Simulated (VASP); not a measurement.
AgI (wurtzite), at 0.96 of the tabulated volume:

```
AgI
1.0
    2.26398    -3.92133     0.00000
    2.26398     3.92133     0.00000
    0.00000     0.00000     7.40850
Ag I
2 2
Direct
  0.66667   0.33333   0.50000
  0.33333   0.66667   0.00000
  0.66667   0.33333   0.87500
  0.33333   0.66667   0.37500
```

The lowest empty band near Γ, direction in plane, from mBJ (TB09) with spin-orbit coupling in VASP (PAW); its two spin partners are averaged. The gap over the points computed is 2.51 eV, and the next band on that side lies 0.97 eV away at the edge.

Run with 400 eV cut-off, 6×6×4 Γ-centred mesh, Gaussian smearing of 0.050 eV, potentials Ag I.

```tsv
distance from the edge in k (1/Å)	distance in energy (meV)
0.018	4.5
0.025	8.6
0.035	16.8
0.050	34.0
0.070	65.7
```

### Question
Fit E(1 + αE) = ħ²k²/2m* (ħ²/2m0 = 3.810 eV Å²) and predict the row at 0.095 1/Å.

### Answer
Least squares on the energies gives the electron mass m* = 0.276 m0 and α = 0.47 per eV, and so 118.2 meV. The run gave 118.3 meV, +0.1 meV from the fit.

Left out are points under 3 meV from the edge, since the levels carry 0.1 meV, and points farther than half the way to the next band.

The compound is AgI in the wurtzite structure. The cell was not relaxed at this level.
